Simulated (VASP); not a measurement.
# Cl on the Cs site in Cs2LiYCl6, part 9 of 10

How easily does Cl on the Cs site form in Cs2LiYCl6? The host is relaxed first, then a supercell is run with and without the defect. The start is a cell from a database of measured crystal structures.

VASP 6.6.1, plane waves and PAW; the level of theory is named at each step.

So far. Step 8 (The defect cell): The 12 first neighbours (Cl) lie 3.58 Å from the site in the perfect crystal and 3.62 Å on average from the atom on it after the relaxation (+0.9 %). Step 8 (The defect cell): Levels at the Fermi energy are partly filled: the carrier is shared among close levels or spread over a band.

## 11. Partial density of one level

Level of this step: LDA; plane waves and PAW (Cl, Cs_sv, Y_sv, Li) (VASP).

Band 288 lies 2.04 eV above the host's valence-band top and is empty at this k-point; by the alignment of the summary it is the level farthest from both edges.

File INCAR:

```
SYSTEM = Cs15Li8Y8Cl49
PREC = Normal
ENCUT = 300
EDIFF = 1E-05
NELM = 120
ISMEAR = 0
SIGMA = 0.05
LREAL = Auto
ALGO = Fast
GGA = CA
NELECT = 572
LWAVE = .FALSE.
LCHARG = .FALSE.
ISYM = 0
ISTART = 1
LPARD = .TRUE.
IBAND = 288
KPUSE = 1
LSEPB = .FALSE.
LSEPK = .FALSE.
NBANDS = 343
```

File POSCAR:

```
Cs15Li8Y8Cl49
1.0
    0.0000000000     10.1317993904     10.1317993904
   10.1317993904      0.0000000000     10.1317993904
   10.1317993904     10.1317993904      0.0000000000
Cl Cs Y Li
49 15 8 8
Direct
    0.3735149114      0.3754471507      0.4305589510
    0.3724381352      0.3711281900      0.1297611613
    0.3729764967      0.3721245326      0.5703903279
    0.3695814873      0.8787030717      0.1202764353
    0.3765496059      0.8671431913      0.6237752243
    0.8806734105      0.3685128623      0.1192899356
    0.8678836472      0.3759522981      0.6234572736
    0.8721518703      0.8694114983      0.1251918899
    0.8727699314      0.8737914370      0.6254419329
    0.1277045896      0.1287960517      0.3712244870
    0.1227053935      0.1251251696      0.8844681422
    0.1269453346      0.6275872204      0.3768446903
    0.1253138981      0.6323840304      0.8748269182
    0.6271398871      0.1272328106      0.3780032355
    0.6305277851      0.1260960297      0.8738153116
    0.6327074514      0.6329690690      0.3745577447
    0.6266271728      0.6267141338      0.8745538170
    0.3694177650      0.1271412395      0.3751869810
    0.3787182806      0.1409917681      0.8607543565
    0.3758850986      0.6397735567      0.3675930100
    0.3740533042      0.6261356917      0.8741540232
    0.8754750716      0.1279043366      0.3693097275
    0.8731580765      0.1273801436      0.8717792630
    0.8761953918      0.6276382206      0.3714547600
    0.8748498593      0.6270031855      0.8692543521
    0.1279298097      0.3706358291      0.3735920115
    0.1423401974      0.3807304507      0.8582356419
    0.1279078634      0.8751352350      0.3699204685
    0.1286428919      0.8745796083      0.8706203021
    0.6396672768      0.3750217864      0.3679743959
    0.6269354264      0.3731585257      0.8749509597
    0.6274302839      0.8769426663      0.3711800912
    0.6263667411      0.8738604588      0.8702189225
    0.1290893402      0.3719868981      0.1253034758
    0.1151137777      0.3676324110      0.6422700488
    0.1239654837      0.8695029881      0.1308039718
    0.1291890215      0.8725017904      0.6255534948
    0.6304452248      0.3723177034      0.1281194982
    0.6109201710      0.3671485509      0.6338063568
    0.6258835691      0.8721452267      0.1259675499
    0.6264418768      0.8706252750      0.6279588648
    0.3722968251      0.1272070353      0.1272221652
    0.3668502769      0.1149361436      0.6430777855
    0.3718792685      0.6296739548      0.1286082981
    0.3656736784      0.6098596035      0.6338236738
    0.8680829909      0.1237770321      0.1311122945
    0.8719963850      0.1298608183      0.6248532966
    0.8721565209      0.6244726312      0.1264151308
    0.8708071008      0.6270121220      0.6271901465
    0.3767758934      0.3756574241      0.8839878057
    0.3754577947      0.8795027068      0.3721465127
    0.3725947305      0.8723769736      0.8774193066
    0.8794085134      0.3755056086      0.3712231761
    0.8715932689      0.3734443175      0.8769891862
    0.8741385739      0.8739051530      0.3757595295
    0.8748669341      0.8750613322      0.8748893392
    0.1254493168      0.1245676643      0.1242267612
    0.1241704565      0.1250416549      0.6267226894
    0.1258553349      0.6231198554      0.1277817784
    0.1198449836      0.6318170851      0.6208607310
    0.6225547060      0.1259524279      0.1283014365
    0.6314820891      0.1198006352      0.6224930327
    0.6268388746      0.6257223801      0.1211890751
    0.6252385984      0.6246194115      0.6273603261
    0.9970642357      0.9973287414      0.0027497397
    0.0008604724      0.0010466687      0.4987898253
    0.0035291045      0.5000356415      0.9956588965
    0.0034630036      0.4972958484      0.5003482957
    0.4999614019      0.0025034762      0.9966308910
    0.4970995029      0.0034606008      0.5009165457
    0.4986111860      0.4985234634      0.0065418300
    0.5106589974      0.5100169063      0.4838016742
    0.2508591913      0.2508993231      0.2514161242
    0.2369642749      0.2377246385      0.7618866451
    0.2502114481      0.7487495976      0.2500393453
    0.2507477389      0.7492943222      0.7503358918
    0.7491996057      0.2495308697      0.2501282701
    0.7491872530      0.2510011449      0.7500130840
    0.7533042685      0.7529056856      0.2466438329
    0.7492263587      0.7495612572      0.7492844461
```

File KPOINTS:

```
Automatic mesh
0
Gamma
1 1 1
0 0 0
```

PAW data sets: Cl, Cs_sv, Y_sv and Li (LDA family, release 64).

The WAVECAR or CHGCAR of an earlier step is read.

Command:

```console
$ export OMP_NUM_THREADS=5
$ mpirun -np 1 vasp_gam
```

Output:

```text
[banner, memory and clock lines left out]
running    1 mpi-ranks, on    1 nodes
 distrk:  each k-point on    1 cores,    1 groups
 distr:  one band on    1 cores,    1 groups
 Offloading initialized ...    1 GPUs detected
 POSCAR found type information on POSCAR ClCsY Li
 POSCAR found :  4 types and      80 ions
 LDA part: xc-table for (Slater(with rela. corr.)+CA(PZ))
 , standard interpolation
 found WAVECAR, reading the header
 POSCAR, INCAR and KPOINTS ok, starting setup
 FFT: planning ... GRIDC
 FFT: planning ... GRID_SOFT
 FFT: planning ... GRID
 reading WAVECAR
 the WAVECAR file was read successfully
Calculating partial charge density.
NBMOD not found, set to   1
Use   1 KPOINTS:            1

*****************************************************
* Parameters from pardens
*****************************************************

NBMOD is set to   1
Selected bands:   288
Selected all k-points to calculate charge density.
k-point no.    1; bands inside the range    1
 288
Finished calculating partial charge density.
VASP will stop now.
```

Wall time 7.4 s (1 × NVIDIA H100 80GB HBM3, 81559 MiB with 1 MPI rank of AMD EPYC 7R13 (Zen 3), card shared with another run, shared host).

OUTCAR, selected parts (step 11):

```text
NELECT = 572

 ion  position               nearest neighbor table
   1  0.374  0.375  0.431-   3 1.98
   2  0.372  0.371  0.130-  73 2.45  71 2.57
   3  0.373  0.372  0.570-   1 1.98  74 2.86  72 2.89
   4  0.370  0.879  0.120-  75 2.53  69 2.58
   5  0.377  0.867  0.624-  76 2.47  70 2.61
   6  0.881  0.369  0.119-  77 2.54  67 2.58
   7  0.868  0.376  0.623-  78 2.47  68 2.61
   8  0.872  0.869  0.125-  79 2.39  65 2.56
   9  0.873  0.874  0.625-  80 2.51  66 2.59
  10  0.128  0.129  0.371-  73 2.49  66 2.58
  11  0.123  0.125  0.884-  74 2.30  65 2.57
  12  0.127  0.628  0.377-  75 2.48  68 2.57
  13  0.125  0.632  0.875-  76 2.46  67 2.58
  14  0.627  0.127  0.378-  77 2.48  70 2.57
  15  0.631  0.126  0.874-  78 2.47  69 2.58
  16  0.633  0.633  0.375-  79 2.44  72 2.49
  17  0.627  0.627  0.875-  80 2.49  71 2.60
  18  0.369  0.127  0.375-  73 2.46  70 2.57
  19  0.379  0.141  0.861-  74 2.48  69 2.61
  20  0.376  0.640  0.368-  75 2.47  72 2.55
  21  0.374  0.626  0.874-  76 2.50  71 2.60
  22  0.875  0.128  0.369-  77 2.49  66 2.58
  23  0.873  0.127  0.872-  78 2.49  65 2.58
  24  0.876  0.628  0.371-  79 2.51  68 2.60
  25  0.875  0.627  0.869-  80 2.49  67 2.58
[...]
79  0.753  0.753  0.247-   8 2.39  16 2.44  24 2.51  40 2.52  32 2.52  48 2.52
  80  0.749  0.750  0.749-  41 2.47  49 2.48  33 2.48  17 2.49  25 2.49   9 2.51

[... 5 parts as in an earlier step ...]

[... 1 further part left out ...]
```

This step gave:

- electrons: 572

Partial charge density in the ac plane at fractional y = 0.375, through the centre, with atoms of Cl and Cs within 0.45 Å of it. It is the smooth field of the valence electrons, not physical close to the nuclei.

Ten steps, logarithmic in the rise over the least value, from '0' (0.00 Å⁻³) to '9' (0.60 Å⁻³), each cell a mean:
```
000000000000000000000000000000000000000000000000
000011000000000000000000000000000000000000000000
000001000000000000000000000000000000000000000000
000000001100000000000000000000000000000000000000
000000001100000000000000000000000000000000000000
000000000000001111000000000000000000000000000000
000000000000112332211000000000000000000000000000
000000000000023555543210000100000000000000000000
000000000000001478875421000110111000000000000000
000000000000024566886532100000011100000000000000
000000000000002589876211100000000000000000000000
000000000000013555687631000000000000000000000000
000000000000002589985211000000000000000000000000
000000000000113466578630000000000000000000000000
000000000000013579996321000000000000000000000000
000000000000001245777521000000000000000000000000
000000000000000012344331000000000000000000000000
000000000000000000111111000000000000000000000000
000000000000000000000000000000000000000000000000
000000000000000000000000000000000000000000000000
000000000000000000000000000000000000000000000000
000000000000000000000000000000000000000000000000
000000000000000000000000000000000000000000000000
000000000000000000000000000000000000000000000000
```
Columns run along a (14.3 Å), rows up along c (14.3 Å). Atoms in or near the plane, at fractional coordinates: Cl at (0.37, 0.43), Cl at (0.37, 0.13), Cl at (0.37, 0.57), Cl at (0.88, 0.12), Cl at (0.87, 0.62), Cl at (0.13, 0.37), Cl at (0.14, 0.86), Cl at (0.64, 0.37), Cl at (0.63, 0.87), Cl at (0.13, 0.13), Cl at (0.12, 0.64), Cl at (0.63, 0.13), Cl at (0.61, 0.63), Cs at (0.38, 0.88) and more.

(Continued in part 10 of 10.)

[Lines on the potential files, build, host, timing and source positions are cut from VASP's logs without a mark.]

[Logs are printed without paths, hosts, clocks, repeated set-up lines and the standing remarks that a program may print on its own settings, such as how far it seeks lower states.]

[Hosts, paths, dates, database ids (printed as entryN), source tags and the programs' standing remarks are cut or masked in the printed files.]

[In band tables of VASP the shares of atoms and orbitals are scaled to a sum of 1 inside the atoms' spheres.]

[Runs that stopped without an error message from VASP are left out.]
